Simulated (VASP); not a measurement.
Consider the following.

```
Bi
1.0
    3.22025     0.00000     0.00000
    0.00000     3.22025     0.00000
    0.00000     0.00000     3.22025
Bi
1
Direct
  0.00000   0.00000   0.00000
```

All values below come from PBEsol GGA, VASP's PBE PAW potentials (set 64) (plane waves; VASP). Settings: 400 eV cut-off, Gaussian smearing of 0.050 eV, potentials Bi_d.

**Question.** Give the energies of bands 7 to 10 at the high-symmetry points, in eV from the Fermi level.

**Answer.** 
```csv
band,Γ,X,M,R
7,3.22,-5.15,-3.22,-1.40
8,3.22,5.19,-3.22,-1.40
9,3.22,5.19,2.63,-1.40
10,6.40,9.72,7.25,5.37
```

It has no gap at this level: it comes out as a metal or semimetal.

The structure was generated: Bi was put into the simple-cubic type (Pm-3m), which need not be its known phase. It was relaxed first, which changed the volume by -6 %.
